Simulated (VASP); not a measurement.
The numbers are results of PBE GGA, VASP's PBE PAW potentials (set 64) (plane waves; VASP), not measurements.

Input for VASP

INCAR:
```
ALGO=Normal   # blocked Davidson
SIGMA=0.05
LCHARG=.False.
IBRION=2   # conjugate gradients
EDIFFG=-0.02
NSW=40   # most ionic steps
LASPH=.True.
SYSTEM=P
GGA=PE   # PBE
LWAVE=.False.
EDIFF=1E-6
ISMEAR=0
ENCUT=500   # plane-wave cut-off (eV)
ISIF=3
LREAL=.False.   # projection in real space or not
PREC=Accurate
NELM=100
```

File POSCAR:
```
P
1.0
  1.6576545499  -5.5697358439   0.0000000000
  1.6576545499   5.5697358439   0.0000000000
  0.0000000000   0.0000000000   4.5456535202
P
4
Cart
  1.6576545499   4.5111332821   4.1535211656
  1.6576545499   1.0586025618   1.8806944055
  1.6576545499  -1.0586025618   2.6649591147
  1.6576545499  -4.5111332821   0.3921323546
```

**KPOINTS**
```
Regular mesh
0
G
 7 7 5
```

POTCAR, in this order: P (PBE.64 set). Program: vasp_std.

Without a dispersion term in the relaxation, distances and binding between the weakly bound layers, chains or molecules are unreliable, and so is what depends on them.

### Question
Predict the energy per atom (σ→0).

### Answer

energy per atom (σ→0): -5.375 eV/atom

File OSZICAR:
```
...
DAV:   6    -0.215466761224E+02    0.11071E+00   -0.69817E-02  1644   0.158E+00    0.596E+00
DAV:   7    -0.215004068136E+02    0.46269E-01   -0.12073E-01  1692   0.215E+00    0.264E-01
DAV:   8    -0.215006318179E+02   -0.22500E-03   -0.99142E-03  1590   0.686E-01    0.134E-01
DAV:   9    -0.215007373569E+02   -0.10554E-03   -0.39445E-04  1854   0.146E-01    0.756E-02
DAV:  10    -0.215007745070E+02   -0.37150E-04   -0.61258E-05  1584   0.498E-02    0.297E-02
DAV:  11    -0.215007872401E+02   -0.12733E-04   -0.17166E-05  1680   0.341E-02    0.105E-02
DAV:  12    -0.215007877849E+02   -0.54477E-06   -0.55211E-07  1158   0.564E-03
   1 F= -.21500788E+02 E0= -.21500788E+02  d E =-.215008E+02
```

The compound is P in the black structure. It was relaxed first, which changed the volume by +10 %.
